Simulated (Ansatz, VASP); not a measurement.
One calculation of Cs3In, two programs

The input INCAR:

```
ALGO = Fast
EDIFF = 1E-7
ENCUT = 520
GGA = PE
ISIF = 2
ISMEAR = 0
LASPH = T
LCHARG = F
LREAL = F
LWAVE = F
NBANDS = 28
NELM = 100
PREC = Accurate
SIGMA = 0.1
```

File KPOINTS:

```
k-points
0
Gamma
  4 4 4
```

The input POSCAR:

```
Cs3In
1.0
    0.0000000000      4.4508259600      4.4508259600
    4.4508259600      0.0000000000      4.4508259600
    4.4508259600      4.4508259600      0.0000000000
Cs In
3 1
Direct
    0.0000000000      0.0000000000      0.0000000000
    0.2500000000      0.2500000000      0.2500000000
    0.7500000000      0.7500000000      0.7500000000
    0.5000000000      0.5000000000      0.5000000000
```

Input for Ansatz:

```yaml
crystal:
  lattice:
    - [0.0, 4.45082596, 4.45082596]
    - [4.45082596, 0.0, 4.45082596]
    - [4.45082596, 4.45082596, 0.0]
  atoms:
    - { symbol: Cs, position: [0.0, 0.0, 0.0] }
    - { symbol: Cs, position: [0.25, 0.25, 0.25] }
    - { symbol: Cs, position: [0.75, 0.75, 0.75] }
    - { symbol: In, position: [0.5, 0.5, 0.5] }
basis:
  ecutwfc: 420
kpoints:
  mp_grid: { grid: [4, 4, 4] }
hamiltonian:
  xc: pbe
scf:
  occupations: { method: gaussian, width: 0.1 }
  lower_state_search: "off"
output:
  forces: true
  stress: true
  eigenvalues: true
```

Alike in both runs: task single point; functional PBE; k mesh 4 × 4 × 4; occupations gaussian, width 0.1 eV; no spin polarisation.

|  | VASP | Ansatz |
| --- | --- | --- |
| version | VASP 6.6.1 | Ansatz 0.2.0 |
| potentials or method | VASP PAW PBE potentials, release 64 (Cs_sv, In_d) | scalar-relativistic, plane waves, PAW |
| plane-wave cutoff (eV) | 520 | 420 |
| valence electrons in the cell | 40 | 40 |

|  | VASP | Ansatz | Ansatz less VASP |
| --- | --- | --- | --- |
| gap on the k mesh at the Fermi level (eV) | none | none | - |
| pressure (GPa) | 3.3 | 3.3 | -0.04 |

A gap of «none» marks a metal or a gap that the smearing closes.

The runs have no spin-orbit coupling, so splittings on Cs are missing.
